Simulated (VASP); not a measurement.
VASP runs on La2O3 (space group P-3m1) share one base input (PBE GGA, plane waves, VASP's PBE PAW potentials (set 64)) and change the settings named in each case.

### POSCAR
```
La2O3
1
    1.9266600000    -3.3370730000     0.0000000000
    1.9266600000     3.3370730000     0.0000000000
    0.0000000000     0.0000000000     5.9951400000
La O
2 3
Direct
  0.3333330000   0.6666670000   0.2470000000
  0.6666670000   0.3333330000   0.7530000000
  0.0000000000   0.0000000000   0.0000000000
  0.3333330000   0.6666670000   0.6470000000
  0.6666670000   0.3333330000   0.3530000000
```

**KPOINTS**
```
kpoints
0
Gamma
7 7 4
```

### INCAR
```
ALGO=Normal
EDIFF=1E-6
ENCUT=400
GGA=PE
ISIF=2
ISMEAR=-1
LASPH=.TRUE.
LCHARG=.FALSE.
LMAXMIX=6
LREAL=.FALSE.
LWAVE=.FALSE.
NELM=100
PREC=Accurate
SIGMA=0.02
SYSTEM=La2O3
```

POTCAR, in this order: La O (PBE.64 set). Program: vasp_std.

| change | E(σ→0) (eV/atom) | pressure (GPa) | largest force (eV/Å) |
|---|---|---|---|
| base run | -8.3374 | 7.16 | 0.611 |
| GGA removed, POTCAR La O (LDA.64 set) | -9.1876 | -1.49 | 0.449 |
| GGA_COMPAT = .FALSE., LNONCOLLINEAR = .TRUE., LSORBIT = .TRUE., MAGMOM = 0.0 0.0 0.0 0.0 0.0 0.0 0.0 0.0 0.0 0.0 0.0 0.0 0.0 0.0 0.0, program vasp_ncl | -8.4523 | ___ | ___ |
| KPOINTS 3×3×2 Γ-centred mesh | -8.3387 | 7.13 | 0.584 |

What belongs in the gaps?

- GGA_COMPAT = .FALSE., LNONCOLLINEAR = .TRUE., LSORBIT = .TRUE., MAGMOM = 0.0 0.0 0.0 0.0 0.0 0.0 0.0 0.0 0.0 0.0 0.0 0.0 0.0 0.0 0.0, program vasp_ncl, pressure (GPa): 7.12
- GGA_COMPAT = .FALSE., LNONCOLLINEAR = .TRUE., LSORBIT = .TRUE., MAGMOM = 0.0 0.0 0.0 0.0 0.0 0.0 0.0 0.0 0.0 0.0 0.0 0.0 0.0 0.0 0.0, program vasp_ncl, largest force (eV/Å): 0.609

Energies of different potentials or functionals have different zeros.  At 400 eV the pressure can carry a Pulay error.

Left out are runs that ran out of time, are held back, or changed the cell or the kind of run, fixed moments of cells without a moment, rows past the twelfth, gaps on odd meshes, pressures of charged cells and columns that move by less than the noise.

The structure is a typed La2O3 crystal (P-3m1). The cell was not relaxed at this level, forces remain on its atoms, its lattice was scaled by up to 2.5 %.
